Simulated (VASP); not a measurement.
Consider the following.

```
CELL_PARAMETERS angstrom
      0.00000     3.00381     3.00381
      3.00381     0.00000     3.00381
     12.06362    12.06362    -0.04837
ATOMIC_POSITIONS crystal
  Zn 0.99779 0.99779 0.00166
  Se 0.26846 0.26846 0.04865
  Se 0.25384 0.25384 0.30962
  Se 0.24180 0.24180 0.56865
  Se 0.23085 0.23085 0.82686
  Hg 0.01529 0.01529 0.23853
  Hg 0.00188 0.00188 0.49859
  Hg 0.99008 0.99008 0.75744
```

Computed with PBEsol GGA, VASP's PBE PAW potentials (set 64) (plane waves; VASP 6.6.1). Numerical set-up: 400 eV cut-off, 10×10×3 Γ-centred mesh, tetrahedra with Blöchl corrections, potentials Zn Se Hg.

The cores are frozen, which limits the accuracy of field gradients.

Give the principal components of the electric field gradient (V/Å²) and the asymmetry η at each nucleus.

```json
[
 {"atom": "Zn1", "Vxx": "4.7", "Vyy": "4.7", "Vzz": "-9.4", "η": "0.00"},
 {"atom": "Se2", "Vxx": "-3.8", "Vyy": "-3.8", "Vzz": "7.6", "η": "0.00"},
 {"atom": "Se3", "Vxx": "-21.2", "Vyy": "-21.2", "Vzz": "42.3", "η": "0.00"},
 {"atom": "Se4", "Vxx": "-18.8", "Vyy": "-18.8", "Vzz": "37.6", "η": "0.00"},
 {"atom": "Se5", "Vxx": "11.3", "Vyy": "11.3", "Vzz": "-22.5", "η": "0.00"},
 {"atom": "Hg6", "Vxx": "16.5", "Vyy": "16.5", "Vzz": "-33.1", "η": "0.00"},
 {"atom": "Hg7", "Vxx": "7.7", "Vyy": "7.7", "Vzz": "-15.4", "η": "0.00"},
 {"atom": "Hg8", "Vxx": "5.7", "Vyy": "5.7", "Vzz": "-11.3", "η": "0.00"}
]
```

The structure was generated: Hg3ZnSe4 was put into an ordered model structure (R3m), which need not be its known phase. It was relaxed first.
